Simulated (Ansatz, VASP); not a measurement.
**Ca3SiSe in VASP and in Ansatz**

```
CELL_PARAMETERS angstrom
4.71321 0.00000 0.00000
-2.35661 4.08176 0.00000
0.00000 0.00000 7.43746
ATOMIC_POSITIONS crystal
Ca 0.00000 0.00000 0.00449
Ca 0.33333 0.66667 0.36494
Ca 0.66667 0.33333 0.62586
Si 0.33333 0.66667 0.77965
Se 0.66667 0.33333 0.22507
```

Change from the starting cell: species swapped into the Mg3BiSb type (P3m1, No. 156).

Alike in both runs: task single point; functional PBE; k mesh 6 × 6 × 4; occupations gaussian, width 0.1 eV; no spin polarisation.

|  | VASP | Ansatz |
| --- | --- | --- |
| version | VASP 6.6.1 | Ansatz 0.2.0 |
| potentials or method | VASP PAW PBE potentials, release 64 (Ca_sv, Si, Se) | scalar-relativistic, plane waves, PAW |
| plane-wave cutoff (eV) | 520 | 420 |
| valence electrons in the cell | 40 | 50 |

```csv
,VASP,Ansatz,Ansatz less VASP
gap on the k mesh at the Fermi level (eV),0.12,0.12,0.000
least direct gap on the mesh (eV),0.18,0.17,-0.001
pressure (GPa),0.8,0.7,-0.10
largest component of the traceless stress (GPa),1.79,1.79,-0.003
rms of the force components (eV/Å),0.523,0.523,-0.0003
```

Atom by atom the forces differ by 0.004 eV/Å (rms over components). The two sets of potentials don't hold the same shells in valence.

Caveats: forces of over 1 eV/Å show positions far from the minimum, so gaps and moduli don't describe the material at rest.
